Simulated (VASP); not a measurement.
## Co (relaxed from the beta-Sn structure, space group I4_1/amd): computed properties

Calculation: PBEsol GGA, VASP's PBE PAW potentials (set 64) (plane waves; VASP 6.6.1).

```json
{
 "space_group": "I4_1/amd (141)",
 "cell": "a = 4.4133 Å, b = 4.4133 Å, c = 2.3491 Å, α = 90.00°, β = 90.00°, γ = 90.00°",
 "volume_per_atom": "11.44 Å³/atom",
 "band gap (over mesh and band path)": "none (metal, semimetal or under 0.01 eV)",
 "cell_moment": "3.47 μB",
 "density": "8.56 g/cm³"
}
```

```
Co
1.0
   -2.20667     2.20667     1.17453
    2.20667    -2.20667     1.17453
    2.20667     2.20667    -1.17453
Co
2
Direct
  0.75000   0.25000   0.50000
  0.00000   0.00000   0.00000
```
Starting moments (μB, in the order of the record's atoms Co Co): 1.7 1.7.

The structure was generated: Co was put into the beta-Sn type (I4_1/amd), which need not be its known phase. It was relaxed first. Symmetry was kept, so distortions that lower it aren't found.
